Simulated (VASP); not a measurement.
Set up this calculation in VASP 6.6.1, as the native input.

- Task: relaxation of cell and atoms
- Functional: PBEsol
- Potentials or basis: VASP PAW PBE potentials, release 64 (In_d, As)
- Cutoff: 600 eV
- k mesh: 10 × 10 × 10
- Occupations: gaussian, width 0.03 eV
- Spin: no spin polarisation
- Further INCAR settings: ALGO = Normal; EDIFF = 1e-06; IBRION = 2; EDIFFG = -0.01; NSW = 90; ISIF = 3

The structure of InAs lies in POSCAR:

```
InAs
1.0
    0.0000000000      3.0180000000      3.0180000000
    3.0180000000      0.0000000000      3.0180000000
    3.0180000000      3.0180000000      0.0000000000
In As
1 1
Direct
    0.0000000000      0.0000000000      0.0000000000
    0.2500000000      0.2500000000      0.2500000000
```

The cell was built by a generator and needn't be a form met in nature.

The input as run:

INCAR

```
PREC = Accurate
ENCUT = 600
EDIFF = 1E-6
ISMEAR = 0
SIGMA = 0.03
LREAL = F
LASPH = T
NELM = 80
ALGO = Normal
ISIF = 3
LWAVE = F
LCHARG = F
GGA = PS
IBRION = 2
NSW = 90
EDIFFG = -0.01
KPAR = 2
```

KPOINTS

```
Automatic mesh
0
Gamma
  10 10 10
```

Potentials or basis: VASP PAW PBE potentials, release 64 (In_d, As).

The run is started by

```sh
$ cat potpaw_PBE.64/In_d/POTCAR potpaw_PBE.64/As/POTCAR > POTCAR
$ mpirun -np 2 vasp_std > vasp.out
```

Results of the run:

```json
{
 "Relaxed volume": "28.25 Å³/atom",
 "Relaxed cell": "a = 4.307 Å, b = 4.307 Å, c = 4.307 Å, α = 60.00°, β = 60.00°, γ = 60.00°",
 "Space group after relaxing (to 0.05 Å)": "F-43m (No. 216)",
 "Energy gained by relaxing": "3.7 meV/atom",
 "Ionic steps": "3",
 "Pressure after relaxing": "0.0 GPa",
 "Band gap on the k mesh": "none (metal or under the smearing width)"
}
```

Caveat: the PAW data sets were made with another functional, which shifts forces and pressure a little; this crystal is a semiconductor, whose small gap the functional closes, so the metal is an error of the method.

Wall time 45 s on 2 MPI ranks on Intel(R) Xeon(R) Platinum 8259CL CPU @ 2.50GHz (Skylake/Cascade Lake) (shared host), peak memory 0.24 GiB a rank.
